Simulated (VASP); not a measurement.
VASP runs on NbP (a trial cell in the WC structure, space group P-6m2) share one base input (PBE GGA, plane waves, VASP's PBE PAW potentials (set 64)) and change the settings named in each case.

INCAR:
```
! general
SYSTEM =NbP
PREC   =Accurate
ENCUT  =400   ! plane-wave cut-off (eV)
LREAL  =.FALSE.   ! projection in real space or not
LASPH  =.TRUE.   ! aspherical one-centre terms

! electronic loop
EDIFF  =1E-6   ! SCF stop (eV)
NELM   =100   ! most electronic steps
ALGO   =Normal
LMAXMIX=4

! smearing
ISMEAR =0   ! Gaussian
SIGMA  =0.05

! functional
GGA    =PE   ! PBE

! ions
ISIF   =2

! output
LWAVE  =.FALSE.
LCHARG =.FALSE.
```

**KPOINTS**
```
Automatic mesh
0
Gamma
8 8 7
0 0 0
```

**POSCAR**
```
NbP
1
    3.3132730000     0.0000000000     0.0000000000
   -1.6566370000     2.8693790000     0.0000000000
    0.0000000000     0.0000000000     3.2335900000
Nb P
1 1
Direct
  0.0000000000   0.0000000000   0.0000000000
  0.6666670000   0.3333330000   0.5000000000
```

POTCAR, in this order: Nb_sv P (PBE.64 set). Program: vasp_std.

```
change                             E(σ→0) (eV/atom)  pressure (GPa)  −TS (eV)  irreducible k-points
---------------------------------  ----------------  --------------  --------  --------------------
base run                                    -8.7903            9.28   -0.0015                    40
KPOINTS 2×2×2 Monkhorst-Pack mesh           -9.0405            5.34    0.0000                     2
KPOINTS 4×4×4 Monkhorst-Pack mesh           -8.8088            9.25   -0.0006                    12
KPOINTS 5×5×4 Monkhorst-Pack mesh           -8.8093            8.87    0.0000                    10
KPOINTS 7×7×6 Monkhorst-Pack mesh               [?]             [?]       [?]                    24
```

### Question
What belongs in the gaps?

### Answer

- KPOINTS 7×7×6 Monkhorst-Pack mesh, E(σ→0) (eV/atom): -8.7943
- KPOINTS 7×7×6 Monkhorst-Pack mesh, pressure (GPa): 9.22
- KPOINTS 7×7×6 Monkhorst-Pack mesh, −TS (eV): -0.0007

Left out are runs that ran out of time, are held back, or changed the cell or the kind of run, fixed moments of cells without a moment, rows past the twelfth, gaps on odd meshes, pressures of charged cells and columns that move by less than the noise.

The structure was generated: NbP was put into the WC type (P-6m2), which need not be its known phase. The cell was not relaxed at this level.
